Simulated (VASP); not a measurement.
A convergence study with VASP on ZnO (wurtzite): one setting is varied, all else stays as given below, so the limit is that of these other settings.

```
ZnO
1.0
    1.62500    -2.81458     0.00000
    1.62500     2.81458     0.00000
    0.00000     0.00000     5.21000
Zn O
2 2
Direct
  0.66667   0.33333   0.50000
  0.33333   0.66667   0.00000
  0.66667   0.33333   0.88200
  0.33333   0.66667   0.38200
```

Method: LDA (Ceperley-Alder, Perdew-Zunger), VASP's LDA PAW potentials (set 64) (plane waves; VASP 6.6.1). The tightest run used: 700 eV cut-off, 7×7×4 Γ-centred mesh, Gaussian smearing of 0.010 eV, potentials Zn O.

Problem. The settings run are ENCUT = 300; ENCUT = 400; ENCUT = 500; ENCUT = 600; ENCUT = 700. From which on does the highest Γ mode stay within 5 cm⁻¹ of the tightest run?

Solution. From ENCUT = 400 on: it is off by 1.7 there and by no more than 5 in any finer run, while ENCUT = 300 is off by 40.2.
```tsv
setting	highest Γ mode (cm⁻¹)	plane waves	difference judged (cm⁻¹)
ENCUT = 300	555.4	573	40.2
ENCUT = 400	517.0	878	1.7
ENCUT = 500	516.3	1224	1.0
ENCUT = 600	515.5	1616	0.2
ENCUT = 700	515.2	2021	0.0
```

Left out are rungs that failed or repeat a setting and relaxations that didn't move; long series are thinned to 24 rows.

The compound is ZnO in the wurtzite structure. The cell was not relaxed at this level.
